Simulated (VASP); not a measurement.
Given:

```
CELL_PARAMETERS angstrom
      1.31941    -2.28528     0.00000
      1.31941     2.28528     0.00000
      0.00000     0.00000     4.63744
ATOMIC_POSITIONS crystal
  Zn 0.33333 0.66667 0.25000
  Zn 0.62877 0.29544 0.75000
```

Computed with PBEsol GGA, VASP's PBE PAW potentials (set 64) (plane waves; VASP 6.6.1). Numerical set-up: 480 eV cut-off, 14×14×8 Γ-centred mesh, first-order Methfessel-Paxton smearing of 0.10 eV, potentials Zn.

Question: Which forces act on the atoms, in eV/Å?

Answer: 
```csv
atom,Fx,Fy,Fz
Zn1,-0.086,-0.010,0.000
Zn2,0.086,0.010,0.000
```

Question: Give the stress tensor in GPa (positive for a compressed cell).

Answer: 
```
 0.91  -0.19   0.00
-0.19   0.84   0.00
 0.00   0.00   0.33
```
The pressure is its mean diagonal, 0.70 GPa.

The compound is Zn in the hcp structure. This cell was strained or had an atom moved on purpose.
